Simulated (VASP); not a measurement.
Calculation: PBE GGA, VASP's PBE PAW potentials (set 64) (plane waves; VASP).

VASP input:

**POSCAR**
```
BN
1.0
  0.0000000000   1.8075000000   1.8075000000
  1.8075000000   0.0000000000   1.8075000000
  1.8075000000   1.8075000000   0.0000000000
B N
1 1
Cart
  0.0000000000   0.0000000000   0.0000000000
  0.9037500000   0.9037500000   0.9037500000
```

**INCAR**
```
SYSTEM = BN
PREC = Accurate
ENCUT = 400
EDIFF = 1E-6
NELM = 100
ALGO = Normal
LREAL = .FALSE.
LASPH = .TRUE.
ISMEAR = -1
SIGMA = 0.01
GGA = PE
LWAVE = .FALSE.
LCHARG = .FALSE.
ISIF = 2
```

KPOINTS:
```
Automatic mesh
0
Gamma
11 11 11
0 0 0
```

POTCAR, in this order: B N (PBE.64 set). Program: vasp_std.

At this cut-off the stress carries a Pulay error, which pulls relaxed volumes low.

Predict the energy per atom (σ→0), pressure.

The energy per atom (σ→0) is -841.7 kJ/mol of atoms and the pressure is -3.04 GPa.

OSZICAR:
```
...
DAV:   6    -0.175349508046E+02    0.86685E+00   -0.33672E+00  1008   0.129E+01    0.337E+00
DAV:   7    -0.174612340950E+02    0.73717E-01   -0.91844E-02  1144   0.290E+00    0.197E+00
DAV:   8    -0.174466184206E+02    0.14616E-01   -0.41984E-02  1016   0.185E+00    0.190E-01
DAV:   9    -0.174468056465E+02   -0.18723E-03   -0.57576E-04   912   0.240E-01    0.776E-02
DAV:  10    -0.174468847738E+02   -0.79127E-04   -0.13536E-04  1272   0.114E-01    0.155E-02
DAV:  11    -0.174468898932E+02   -0.51194E-05   -0.84239E-06  1000   0.275E-02    0.736E-03
DAV:  12    -0.174468898821E+02    0.11050E-07   -0.14119E-06   488   0.895E-03
   1 F= -.17446890E+02 E0= -.17446890E+02  d E =-.206623E-13
```

The structure is a typed BN crystal (F-43m). The cell was not relaxed at this level.
